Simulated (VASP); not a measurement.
Data:

```yaml
crystal:
  lattice:
    - [0.00000, 3.06114, 3.06114]
    - [3.06114, 0.00000, 3.06114]
    - [3.06114, 3.06114, 0.00000]
  atoms:
    - { symbol: Ga, position: [0.00000, 0.00000, 0.00000] }
    - { symbol: Sb, position: [0.25000, 0.25000, 0.25000] }
```

Level of theory: revTPSS meta-GGA, VASP's PBE PAW potentials (set 64) (plane waves; VASP 6.6.1). Run with 520 eV cut-off, 8×8×8 Γ-centred mesh, tetrahedra with Blöchl corrections, potentials Ga_d Sb.

Unless said otherwise, spin-orbit coupling is left out, though it shifts the bands of the heavy elements here.

Q: What does the run give for the energy per atom (σ→0), band gap (over mesh and band path) with the smallest direct gap where there is one?

A: 
- band gap (over mesh and band path): 0.19 eV
- smallest direct gap (over mesh and band path): 0.19 eV
- energy per atom (σ→0): 8.651 eV/atom

Only differences to runs with the same potentials and settings are physical.

The compound is GaSb in the zinc blende structure. It was relaxed first.
